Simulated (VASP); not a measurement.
Input:

```xyz
3
Lattice="0.0000 2.8548 2.8548 2.8548 0.0000 2.8548 2.8548 2.8548 0.0000" Properties=species:S:1:pos:R:3 pbc="T T T"
Li     1.4274     1.4274     1.4274
Li     4.2823     4.2823     4.2823
S      2.8548     0.0000     2.8548
```

These are PBE GGA, VASP's PBE PAW potentials (set 64) (plane waves; VASP 6.6.1) values and carry that method's errors. Numerical set-up: 600 eV cut-off, 6×6×6 Γ-centred mesh, Gaussian smearing of 0.050 eV, potentials Li_sv S.

Problem. What does the run give for the energy per atom (σ→0), band gap (on the k-mesh) with the smallest direct gap where there is one?

Solution. 
The band gap (on the k-mesh) comes out as 3.39 eV, the smallest direct gap (on the k-mesh) is 4.24 eV and the energy per atom (σ→0) is -3.999 eV/atom.

The absolute energy has meaning only against runs of the same code, potentials and settings.

The compound is Li2S in the antifluorite structure. It was relaxed first.
